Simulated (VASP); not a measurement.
```
CELL_PARAMETERS angstrom
      1.40440    -2.43249     0.00000
      1.40440     2.43249     0.00000
      0.00000     0.00000     4.77595
ATOMIC_POSITIONS crystal
  Cd 0.33333 0.66667 0.25000
  Cd 0.66667 0.33333 0.75000
```

These are PBEsol GGA, VASP's PBE PAW potentials (set 64) (plane waves; VASP 6.6.1) values and carry that method's errors. Numerical set-up: 500 eV cut-off, 15×15×8 Γ-centred mesh, first-order Methfessel-Paxton smearing of 0.10 eV, potentials Cd.

Task: The ions, cell shape and volume at an external pressure of 30.0 GPa are relaxed. Predict the relaxed structure.

Result: 
```
CELL_PARAMETERS angstrom
      1.42386    -2.46619     0.00000
      1.42386     2.46619     0.00000
      0.00000     0.00000     4.62971
ATOMIC_POSITIONS crystal
  Cd 0.33333 0.66667 0.25000
  Cd 0.66667 0.33333 0.75000
```
Space group P6_3/mmc (194), at a tolerance of 0.03 Å.

Task: How do energy and volume change from the first to the last step?

Result: The energy (σ→0) changes by +5.2 meV/atom and the volume by -0.4 %, in 8 ionic steps.

```csv
step,E(σ→0) (eV),max force (eV/Å),pressure (GPa),volume (Å³)
1,-1.7347,0.000,29.85,32.63
2,-1.7298,0.000,29.97,32.56
3,-1.7251,0.000,30.04,32.53
4,-1.7145,0.000,30.36,32.46
5,-1.7177,0.000,30.11,32.48
6,-1.7157,0.000,30.37,32.47
7,-1.7541,0.000,29.09,32.68
8,-1.7243,0.000,30.01,32.51
```

The compound is Cd in the hcp structure. This run relaxes it under an external pressure of 30 GPa. Symmetry was kept, so distortions that lower it aren't found.
